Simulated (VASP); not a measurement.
All values below come from r2SCAN meta-GGA, VASP's PBE PAW potentials (set 64) (plane waves; VASP).

A VASP calculation is set up with these files.

POSCAR:
```
Ca
1
    3.4969372731     0.0000000000     0.0000000000
    0.0000000000     3.4969372731     0.0000000000
    0.0000000000     0.0000000000     3.4969372731
Ca
1
Direct
  0.0000000000   0.0000000000   0.0000000000
```

**KPOINTS_OPT**
```
k-points along high-symmetry lines
10
Line-mode
Reciprocal
  0.000000   0.000000   0.000000 ! GAMMA
  0.000000   0.500000   0.000000 ! X

  0.000000   0.500000   0.000000 ! X
  0.500000   0.500000   0.000000 ! M

  0.500000   0.500000   0.000000 ! M
  0.000000   0.000000   0.000000 ! GAMMA

  0.000000   0.000000   0.000000 ! GAMMA
  0.500000   0.500000   0.500000 ! R

  0.500000   0.500000   0.500000 ! R
  0.000000   0.500000   0.000000 ! X

  0.500000   0.500000   0.500000 ! R
  0.500000   0.500000   0.000000 ! M
```

**INCAR**
```
SYSTEM = Ca
PREC = Accurate
ENCUT = 400
EDIFF = 1E-7
NELM = 100
ALGO = Normal
LREAL = .FALSE.
LASPH = .TRUE.
ISMEAR = -5
METAGGA = R2SCAN
LMIXTAU = .TRUE.
LWAVE = .FALSE.
LCHARG = .FALSE.
LORBIT = 11
NEDOS = 601
ISIF = 2
```

### KPOINTS
```
Regular mesh
0
gamma
  12 12 12
```

POTCAR, in this order: Ca_sv (PBE.64 set). Program: vasp_std.

### Question
What does the run give for the energy per atom (σ→0), band gap (over mesh and band path)?

### Answer

| Quantity | Value |
|---|---|
| energy per atom (σ→0) | -6.629 eV/atom |
| band gap (over mesh and band path) | none (metal, semimetal or under 0.01 eV) |

OSZICAR:
```
...
DAV:  21    -0.662882731454E+01    0.22877E-04   -0.82281E-06  2010   0.314E-02    0.103E-02
DAV:  22    -0.662883436783E+01   -0.70533E-05   -0.17344E-05  2134   0.421E-02    0.440E-03
DAV:  23    -0.662882400864E+01    0.10359E-04   -0.65938E-06  1663   0.267E-02    0.444E-03
DAV:  24    -0.662881752961E+01    0.64790E-05   -0.24463E-06  2060   0.188E-02    0.430E-03
DAV:  25    -0.662881869253E+01   -0.11629E-05   -0.24349E-07  1974   0.678E-03    0.848E-04
DAV:  26    -0.662881876789E+01   -0.75364E-07   -0.16112E-08   976   0.177E-03
   1 F= -.66288188E+01 E0= -.66288188E+01  d E =0.000000E+00
       N       E                     dE             ncg
```

The structure was generated: Ca was put into the simple-cubic type (Pm-3m), which need not be its known phase. It was relaxed first, which changed the volume by -12 %.
